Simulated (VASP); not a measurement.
VASP ran on this input.

### KPOINTS
```
Automatic mesh
0
Gamma
7 7 4
0 0 0
```

POSCAR:
```
MgS
1.0
  4.0294129686   0.0000000000   0.0000000000
 -2.0147064843   3.4895735801   0.0000000000
  0.0000000000   0.0000000000   6.4105534942
Mg S
2 2
Cart
  2.0147084990   1.1631900302   3.1803866039
 -0.0000020147   2.3263835499   6.3856633510
 -0.0000020147   2.3263835499   2.4287835980
  2.0147084990   1.1631900302   5.6340603451
```

**INCAR**
```
# general
SYSTEM = MgS
PREC   = Accurate
ENCUT  = 400   # plane-wave cut-off (eV)
LREAL  = .FALSE.
LASPH  = .TRUE.

# electronic loop
EDIFF  = 1E-7   # SCF stop (eV)
NELM   = 100   # most electronic steps
ALGO   = Normal   # blocked Davidson

# smearing
ISMEAR = -5

# functional
GGA    = PS   # PBEsol

# ions
ISIF   = 2   # forces and stress, cell fixed

# output
LWAVE  = .FALSE.
LCHARG = .TRUE.
LORBIT = 11   # lm-projected
NEDOS  = 601   # DOS grid

# other
LEFG   = .TRUE.
```

POTCAR, in this order: Mg S (PBE.64 set). Program: vasp_std.

Translate this PBEsol calculation to Ansatz.

One equivalent input (not run):
Ansatz 0.2 input:
```yaml
crystal:
  lattice:
    - [4.0294130, 0.0000000, 0.0000000]
    - [-2.0147065, 3.4895736, 0.0000000]
    - [0.0000000, 0.0000000, 6.4105535]
  atoms:
    - { symbol: Mg, position: [0.6666670, 0.3333330, 0.4961173] }
    - { symbol: Mg, position: [0.3333330, 0.6666670, 0.9961173] }
    - { symbol: S, position: [0.3333330, 0.6666670, 0.3788727] }
    - { symbol: S, position: [0.6666670, 0.3333330, 0.8788727] }
kpoints:
  mp_grid: { grid: [7, 7, 4] }
hamiltonian:
  xc: pbesol
  pseudopotentials: { kind: paw }
scf:
  occupations: { method: tetrahedron }
  max_iter: 100
output: { forces: true, stress: true, eigenvalues: true }
```
Limits of the translation: each code has its own PAW files, so the cut-off isn't converted (ENCUT is set for VASP's; basis.ecutwfc is left out, and Ansatz then takes the one that its files recommend); Ansatz stops its SCF on the density residual and VASP on the energy change (EDIFF); the field gradients of LEFG aren't asked of the other code.

The structure comes from a computed database's MgS entry (P6_3mc); how it stands against other phases isn't given here. It was relaxed first.
